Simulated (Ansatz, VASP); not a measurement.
# ZnS (ZnS, zinc blende or diamond type, a = 5.154 A): VASP beside Ansatz

Aim: how closely do two programs agree when they are given the same cell, functional and k mesh? The cell is taken from a series of runs on this material, whose earlier steps may have relaxed, scaled, displaced or heated it; both programs get it as it stands.

Main program and level: Ansatz 0.2.0; plane waves, with VASP 6.6.1 beside it; single point at LDA.

## Step 1: The starting structure

Symmetry: F-43m, No. 216, cubic system. Conventional cell: a = 5.154 Å, b = 5.154 Å, c = 5.154 Å, α = 90.00°, β = 90.00°, γ = 90.00°. Zn has 4 S at 2.23 Å nearest. Nearest to S lie 4 Zn at 2.23 Å. Farther neighbours and most contacts between anions are not listed.

## Step 2: Ansatz: single point, LDA

Ansatz runs on its default PAW (the set named soft_2) files.

With cell and atoms fixed, the geometry can't cause a difference; cores, projectors, grids and the points listed under the comparison can.

input.yaml

```yaml
crystal:
  lattice:
    - [3.6444283502, 0.0, 0.0]
    - [0.0, 3.6444283502, 0.0]
    - [0.0, 0.0, 5.154]
  atoms:
    - { symbol: Zn, position: [0.0, 0.0, 0.0] }
    - { symbol: S, position: [0.5, 0.0, 0.25] }
    - { symbol: Zn, position: [0.5, 0.5, 0.5] }
    - { symbol: S, position: [0.0, 0.5, 0.75] }
kpoints:
  mp_grid: { grid: [6, 6, 6] }
hamiltonian:
  xc: lda
scf:
  occupations: { method: fixed }
  convergence: { dr2_threshold: 1.0e-09 }
output:
  transmission:
    leads: [[0, 0]]
    kpoints: [[0, 0], [0.5, 0], [0.5, 0.5], [0.25, 0]]
    e_range: [-2.04, 4.93]
    de: 0.17
```

The run is started by

```bash
ansatz run input.yaml --threads 2 --pin off --max-ram 4096MiB --backend cpu --events-out ev --progress --plain --runs-dir out
```

Numbers of over 12 decimals in the logs are rounded to 6 here.

The program printed:

```text
Engine: ansatz 0.2.0, x86_64-unknown-linux-gnu
Pseudopotentials: kind: paw
Pseudopotential: Zn, paw, valence charge 12, recommended cutoff 420 eV (normal), Zn.paw.azcp
Pseudopotential: S, paw, valence charge 6, recommended cutoff 420 eV (normal), S.paw.azcp
Functional definition: SPW92
  exchange = slater_x
  correlation = pw_c
Crystal: 4 atoms, lattice volume = 68.455 Å³
Basis set: ecut = 420 eV, 1337 PW (Γ)
Bands: 22, of which v1, the nominal top of the filled ones, is band 18 counted from 1 (17 counted from 0)
Symmetry: 16 space group operations
Space group: F-43m (ITA 216), of the structure as read, at distance tolerance 4.1e-5 Å
k-points: 40 of 216 (time reversal used)
Non-local potential: Zn, projectors of the file, l = 0: 2, l = 1: 2, l = 2: 3, l = 3: 1
Non-local potential: S, projectors of the file, l = 0: 2, l = 1: 2, l = 2: 2
PAW form: soft (Blöchl's): semilocal exchange-correlation on the pseudo side does not see the compensation charge
PAW frozen core: Zn, regenerated for the run's functional, and the local potential with it (the file was generated under x = pbe(κ = 0.804, μ = 0.219515), c = pbe(β = 0.066725))
PAW frozen core: S, regenerated for the run's functional, and the local potential with it (the file was generated under x = pbe(κ = 0.804, μ = 0.219515), c = pbe(β = 0.066725))
PAW one-centre angular grid: Zn, 590 points (default); XC on 64 Gauss nodes
PAW one-centre angular grid: S, 110 points (default); XC on 64 Gauss nodes
Initial density: superposition of atomic densities (neutral atoms: chi_scale 0, normalization atom), corrected by the library's trained network
Initial wavefunctions: pseudopotential atomic-orbital guess
Functional: x = slater, c = lda
SCF iter   1: F=—  HF=-8234.741364 eV  |F-HF|=—  |Δ(HF+E_count)|=         —  Δρ=7.14e-3  dr2=2.65e-2  ethr=1.77e-3  ⟨swp⟩=5.0  Hψ=3970  notcnv=0  defer=72
preconditioner: auto → Resta (q_TF=auto, 2.451 Å⁻¹)  ε∞=6.7  [insulator: Δε(μ)=2.445 eV  Ē_g=11.234 eV  n_scr=20 (ndim 8)  ℏωp=26.9 eV  f_vac=0.008  ε∞_Penn≈6.7]
SCF iter   2: F=—  HF=-8234.734334 eV  |F-HF|=—  |Δ(HF+E_count)|=   7.03e-3  Δρ=3.24e-3  dr2=7.43e-3  ethr=7.35e-5  ⟨swp⟩=3.0  Hψ=1910  notcnv=0  defer=80
SCF iter   3: F=—  HF=-8234.732754 eV  |F-HF|=—  |Δ(HF+E_count)|=   1.58e-3  Δρ=2.37e-3  dr2=1.86e-3  ethr=2.06e-5  ⟨swp⟩=2.2  Hψ=1613  notcnv=0  defer=80
SCF iter   4: F=—  HF=-8234.731769 eV  |F-HF|=—  |Δ(HF+E_count)|=   9.86e-4  Δρ=4.14e-4  dr2=8.30e-5  ethr=5.18e-6  ⟨swp⟩=2.0  Hψ=1600  notcnv=0  defer=80
SCF iter   5: F=—  HF=-8234.731763 eV  |F-HF|=—  |Δ(HF+E_count)|=   5.83e-6  Δρ=8.93e-5  dr2=8.55e-6  ethr=2.30e-7  ⟨swp⟩=2.0  Hψ=1590  notcnv=0  defer=3
SCF iter   6: F=—  HF=-8234.731760 eV  |F-HF|=—  |Δ(HF+E_count)|=   2.46e-6  Δρ=3.86e-5  dr2=8.34e-7  ethr=2.38e-8  ⟨swp⟩=2.0  Hψ=1586  notcnv=0
SCF iter   7: F=—  HF=-8234.731761 eV  |F-HF|=—  |Δ(HF+E_count)|=   2.87e-7  Δρ=5.52e-6  dr2=2.30e-8  ethr=2.32e-9  ⟨swp⟩=3.0  Hψ=1651  notcnv=0
SCF iter   8: F=-8234.731761 eV  HF=-8234.731761 eV  |F-HF|=9.09e-12  |Δ(HF+E_count)|=   5.56e-9  Δρ=6.76e-7  dr2=3.16e-10  ethr=2.78e-12  ⟨swp⟩=2.2  Hψ=3357  notcnv=0
SCF 1 converged in 8 iterations: F = -8234.731761 eV  dr2 = 3.16e-10
  greatest PAW one-centre occupation: 0.982 electrons in one spin orbital (limit 2), on the Zn atom at site 2 (counted from 0), in its partial waves of l = 2
transmission: 7 of 28 steps passed
transmission: 14 of 28 steps passed
transmission: 21 of 28 steps passed
transmission: 28 of 28 steps passed
SCF converged after 8 iterations
Free energy (F): -8234.731761 eV
Harris-Foulkes:  -8234.731761 eV  (|F-HF|=9.09e-12)
Internal energy: -8234.731761 eV  (E = F + TS)
E sigma→0 (E₀):  -8234.731761 eV
Fermi energy:    7.513663 eV
--- Per-component energies (eV) ---
  E_band       = 48.219194
  E_kinetic    = 485.651345
  E_local      = -3903.290673  (includes V_loc(G=0)·N_el)
  E_nonlocal   = 1290.669585
  E_hartree    = 1632.752087
  E_xc         = -468.178748
  E_vxc        = -288.362973  (∫ρ·V_xc dr)
  E_paw        = -4647.403851  (= ΣΔE_a)
  E_vpaw       = -801.950845  (= ΣTr[D̂ρ^β])
  E_aug_tail   = -0.000728  (compensation charges beyond the density's cutoff)
  E_ewald      = -2628.351456
  E_core_change = 3.420678  (= ΣΔE_core)
  E_smearing   = -0.000000  (= −TS)
  E_closure    = 0.000000  (closes the sum)
  Σ components = -8234.731761   (vs F -8234.731761, Δ=0.00e0)
--- Band table (eV; the first three rows and the last of 40) ---
  k-point 0: bands = [... 14 lower, 4.7007, 7.5133, 7.5137, 7.5137, 10.0158, 10.3581, 11.3014, 13.5867]
  k-point 1: bands = [... 14 lower, 4.8574, 6.9052, 7.2538, 7.2538, 10.4990, 10.6848, 11.4656, 13.2094]
  k-point 2: bands = [... 14 lower, 5.2928, 5.8208, 6.6371, 6.6371, 10.9114, 11.7686, 11.9104, 12.4310]
  k-point 39: bands = [... 14 lower, 3.9430, 3.9430, 4.1528, 4.1528, 12.9814, 12.9814, 14.0100, 14.0100]
--- Transmission ---
  basis      : 121 plane waves across, 7 finite elements along
  points     : 4, as listed
  energies   : 42 from -2.040000 to 4.930000 eV about the Fermi level, 0.170000 eV apart; the leads are filled to 1.251066 eV, and channels, transmission and decay are at 1.190000 eV
  crystal 0  : S2Zn2, at the sites [0, 0], period 5.1540 Å: whole cells are its period
    offset         : up to 0.0000 Å between an atom of the period and one for which it stands
    channels       : 0.000000e0 a spin
    conductance    : none, the energies end too early or step too widely for 300 K: set another output.transmission.e_range or a lower de, or, where they end at an eighth of basis.ecutwfc, a higher one
    slowest decay  : 0.1765 /Å at (0.0000, 0.0000)
```

The column dr2 measures how far the density is from self-consistency, as an energy; F and HF (Harris–Foulkes) agree once it is small.

## Step 3: VASP: single point, LDA

The same cell, functional (in two slightly different forms) and mesh now go to VASP, with its own data sets.

Lines of VASP's logs that name or quote its potential files are left out, and so is its time.

INCAR

```
SYSTEM = ZnS
PREC = Accurate
ENCUT = 400
EDIFF = 1E-06
NELM = 120
ISMEAR = 0
SIGMA = 0.01
LREAL = .FALSE.
ALGO = Normal
GGA = PW92
NBANDS = 24
LORBIT = 11
LWAVE = .FALSE.
LCHARG = .FALSE.
ISIF = 2
LASPH = .TRUE.
GGA_COMPAT = .FALSE.
EFERMI = MIDGAP
```

POSCAR

```
ZnS
1.0
    3.6444283502      0.0000000000      0.0000000000
    0.0000000000      3.6444283502      0.0000000000
    0.0000000000      0.0000000000      5.1540000000
Zn S
2 2
Direct
    0.0000000000      0.0000000000      0.0000000000
    0.5000000000      0.5000000000      0.5000000000
    0.5000000000      0.0000000000      0.2500000000
    0.0000000000      0.5000000000      0.7500000000
```

KPOINTS

```
Automatic mesh
0
Gamma
6 6 6
0 0 0
```

Potentials, in the order of the species: Zn and S (LDA family, release 64).

The run is started by

```bash
mpirun -np 1 vasp_std
```

The program printed:

```text
[banner, memory and clock lines left out]
running    1 mpi-ranks, on    1 nodes
 distrk:  each k-point on    1 cores,    1 groups
 distr:  one band on    1 cores,    1 groups

 POSCAR found type information on POSCAR ZnS
 POSCAR found :  2 types and       4 ions
|                                                                             |
|               ----> ADVICE to this user running VASP <----                  |
|                                                                             |
|     You enforced a specific xc type in the INCAR file but a different       |
|     [... a line on the potential file left out ...]
|     I HOPE YOU KNOW WHAT YOU ARE DOING!                                     |
|                                                                             |

 LDA part: xc-table for (Slater(with rela. corr.)+PW92), standard interpolation
 POSCAR, INCAR and KPOINTS ok, starting setup
 FFT: planning ... GRIDC
 FFT: planning ... GRID_SOFT
 FFT: planning ... GRID
 WAVECAR not read
 entering main loop
       N       E                     dE             d eps       ncg     rms          rms(c)
DAV:   1     0.209843911457E+03    0.20984E+03   -0.15219E+04  1928   0.159E+03
DAV:   2     0.669127253961E+00   -0.20917E+03   -0.20211E+03  2112   0.328E+02
DAV:   3    -0.168587143352E+02   -0.17528E+02   -0.17454E+02  2352   0.102E+02
DAV:   4    -0.171862474366E+02   -0.32753E+00   -0.32740E+00  2272   0.145E+01
DAV:   5    -0.171925400316E+02   -0.62926E-02   -0.62922E-02  2400   0.192E+00    0.128E+01
DAV:   6    -0.162903727591E+02    0.90217E+00   -0.20394E+00  2656   0.445E+01    0.943E+00
DAV:   7    -0.162799084993E+02    0.10464E-01   -0.18511E+00  1960   0.846E+00    0.381E+00
DAV:   8    -0.162564228975E+02    0.23486E-01   -0.59319E-02  2584   0.185E+00    0.119E+00
DAV:   9    -0.162536602954E+02    0.27626E-02   -0.19756E-02  2584   0.152E+00    0.272E-01
DAV:  10    -0.162536992733E+02   -0.38978E-04   -0.58790E-04  2392   0.332E-01    0.164E-01
DAV:  11    -0.162537160105E+02   -0.16737E-04   -0.45251E-05  2328   0.711E-02    0.902E-02
DAV:  12    -0.162537127082E+02    0.33022E-05   -0.14858E-05  2920   0.734E-02    0.114E-02
DAV:  13    -0.162537129769E+02   -0.26865E-06   -0.20060E-06  1280   0.325E-02
   1 F= -.16253713E+02 E0= -.16253713E+02  d E =0.000000E+00
```

Parts of OUTCAR (step 3):

```text
ion  position               nearest neighbor table
   1  0.000  0.000  0.000-   3 2.23   4 2.23   4 2.23   3 2.23
   2  0.500  0.500  0.500-   3 2.23   4 2.23   3 2.23   4 2.23
   3  0.500  0.000  0.250-   1 2.23   2 2.23   2 2.23   1 2.23
   4  0.000  0.500  0.750-   1 2.23   2 2.23   1 2.23   2 2.23

  LATTYP: Found a simple tetragonal cell.
 ALAT       =     3.6444283502
 C/A-ratio  =     1.4142135624

 Subroutine GETGRP returns: Found  8 space group operations
 (whereof  8 operations were pure point group operations)

The static configuration has the point symmetry D_2d.

 Found     40 irreducible k-points:

   k-points           NKPTS =     40   k-points in BZ     NKDIM =     40   number of bands    NBANDS=     24

   dimension x,y,z NGX =    24 NGY =   24 NGZ =   36
   dimension x,y,z NGXF=    48 NGYF=   48 NGZF=   72

   ENCUT  =  400.0 eV  29.40 Ry    5.42 a.u.   5.94  5.94  8.40*2*pi/ulx,y,z

   NELECT =      36.0000    total number of electrons

 k-points in reciprocal lattice and weights: Automatic mesh
   0.00000000  0.00000000  0.00000000       0.005
   0.16666667  0.00000000  0.00000000       0.019
   0.33333333  0.00000000  0.00000000       0.019
   0.50000000  0.00000000  0.00000000       0.009
   0.16666667  0.16666667  0.00000000       0.019
   0.33333333  0.16666667  0.00000000       0.037
   0.50000000  0.16666667  0.00000000       0.019
   0.33333333  0.33333333  0.00000000       0.019
   0.50000000  0.33333333  0.00000000       0.019
[...]
0.50000000  0.33333333  0.50000000       0.019
   0.50000000  0.50000000  0.50000000       0.005

 average (electrostatic) potential at core
       1 -36.4636       2 -36.4636       3 -88.0995       4 -88.0995

 E-fermi :   4.6627

 k-point     1 :       0.0000    0.0000    0.0000
  band No.  band energies     occupation
    ...
     14       0.5802      2.00000
     15       0.5802      2.00000
     16       3.3903      2.00000
     17       3.3907      2.00000
     18       3.3907      2.00000
     19       5.9348      0.00000
     20       6.2459      0.00000
     21       7.2056      0.00000
     22       9.5101      0.00000
     23       9.5101      0.00000
    ...

 k-point     2 :       0.1667    0.0000    0.0000
  band No.  band energies     occupation
    ...
     14      -0.1550      2.00000
     15       0.8223      2.00000
     16       2.0955      2.00000
     17       2.8566      2.00000
     18       3.2829      2.00000
     19       6.7977      0.00000
     20       6.9312      0.00000
     21       8.3354      0.00000
     22       9.3244      0.00000
     23       9.7534      0.00000
    ...

 k-point     3 :       0.3333    0.0000    0.0000
  band No.  band energies     occupation
    ...
     14      -0.5434      2.00000
     15       0.2889      2.00000
     16       1.4506      2.00000
     17       1.5631      2.00000
     18       2.9060      2.00000
     19       7.5415      0.00000
     20       8.0832      0.00000
     21       9.5875      0.00000
     22      10.3348      0.00000
     23      10.3881      0.00000
    ...

  Total        3.6833508      3.6833508      3.6583387      0.0000000      0.0000000     -0.0000000
  in kB       86.2085661     86.2085661     85.6231590      0.0000000      0.0000000     -0.0000000
  external PRESSURE =      86.0134304 kB  Pullay stress =       0.0000000 kB

  energy-cutoff  :      400.00
  volume of cell :       68.45
      direct lattice vectors                 reciprocal lattice vectors
     3.644428350  0.000000000  0.000000000     0.274391456  0.000000000  0.000000000
     0.000000000  3.644428350  0.000000000     0.000000000  0.274391456  0.000000000
     0.000000000  0.000000000  5.154000000     0.000000000  0.000000000  0.194024059

 POSITION                                       TOTAL-FORCE (eV/Angst)
 -----------------------------------------------------------------------------------
      0.00000      0.00000      0.00000         0.000000     -0.000000     -0.000000
      1.82221      1.82221      2.57700        -0.000000      0.000000      0.000000
      1.82221      0.00000      1.28850         0.000000     -0.000000     -0.000000
      0.00000      1.82221      3.86550         0.000000     -0.000000     -0.000000
 -----------------------------------------------------------------------------------
    total drift:                                0.000000      0.000000     -0.000000

  FREE ENERGIE OF THE ION-ELECTRON SYSTEM (eV)
  ---------------------------------------------------
  free  energy   TOTEN  =       -16.2537129769 eV

  energy  without entropy=      -16.2537129769  energy(sigma->0) =      -16.25371298

 total charge
# of ion       s       p       d       tot
------------------------------------------
    1        0.578   0.625   9.817  11.020
    2        0.578   0.625   9.817  11.020
    3        1.310   2.491   0.000   3.801
    4        1.310   2.491   0.000   3.801
--------------------------------------------------
tot          3.776   6.231  19.635  29.642

[... 3 further parts left out ...]
```

The run ends at a pressure of 8.60 GPa.

## Step 4: Differences

Known differences besides the potentials themselves: fixed occupations in Ansatz, narrow Gaussian smearing in VASP; the cutoff is 420 eV in Ansatz and 400 eV in VASP; VASP's log shows a relativistic correction to its local exchange, Ansatz's none. Total energies have different zeros and are not compared.

Both answers:

```
              quantity  Ansatz   VASP  difference
gap on the k mesh (eV)   2.502  2.544      -0.042
```

A gap on the mesh is an upper bound, since the band edges may lie between its points.

## Step 5: What came out

```
difference in gap on the k mesh (single point, LDA) : -0.042 eV
```

In words: The difference in gap on the k mesh is -0.042 eV (single point, LDA), within the 0.08 eV picked in this series as the mark of a large difference. Such differences can come from data sets, numerical settings and the points named under the comparisons, not from the functional's error against experiment.

[Lines on the potential files, build, host, timing and source positions are cut from VASP's logs without a mark.]

[Logs are printed without paths, hosts, clocks, repeated set-up lines and the standing remarks that a program may print on its own settings, such as how far it seeks lower states.]

[Hosts, paths, dates, database ids (printed as entryN), source tags and the programs' standing remarks are cut or masked in the printed files.]
